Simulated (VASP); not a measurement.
Data:

```
CELL_PARAMETERS angstrom
      0.00000     2.89475     2.89475
      2.89475     0.00000     2.89475
      2.89475     2.89475     0.00000
ATOMIC_POSITIONS crystal
  Li 0.25000 0.25000 0.25000
  Li 0.75000 0.75000 0.75000
  S  0.00000 0.00000 0.00000
```

Level of theory: rev-vdW-DF2, VASP's PBE PAW potentials (set 64) (plane waves; VASP). Settings: 520 eV cut-off, 7×7×7 Γ-centred mesh, Gaussian smearing of 0.050 eV, potentials Li_sv S.

**Question.** Give the stress tensor in GPa (positive for a compressed cell).

**Answer.** 
```
-2.11   0.00   0.00
 0.00  -2.11   0.00
 0.00   0.00  -2.11
```
The pressure is its mean diagonal, -2.11 GPa.

The compound is Li2S in the antifluorite structure. This cell is one point of a volume scan, at 1.06 of the reference volume.
